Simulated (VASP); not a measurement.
Energy against volume of HfN (rock salt). Calculation: PBE GGA with D3 dispersion (Becke-Johnson damping), VASP's PBE PAW potentials (set 64) (plane waves; VASP 6.6.1). Settings: 520 eV cut-off, 14×14×14 Γ-centred mesh, first-order Methfessel-Paxton smearing of 0.10 eV, potentials Hf_pv N.

```json
[
 {"V (Å³/atom)": "11.077", "E (eV/atom)": "-11.25259"},
 {"V (Å³/atom)": "11.420", "E (eV/atom)": "-11.26246"},
 {"V (Å³/atom)": "11.762", "E (eV/atom)": "-11.25408"},
 {"V (Å³/atom)": "12.105", "E (eV/atom)": "-11.23017"}
]
```

Problem. Fit these four points and predict the energy of the run at 10.735 Å³/atom.

Solution. A cubic in V^(−2/3), the third-order Birch-Murnaghan form, passes through the four points with V0 = 11.42 Å³/atom and B0 = 283 GPa, and gives -11.2212 eV/atom there. The run gave -11.2213 eV/atom, -0.1 meV/atom from the fit; all five points give B0 = 283 GPa.

The compound is HfN in the rock salt structure. It was relaxed first.
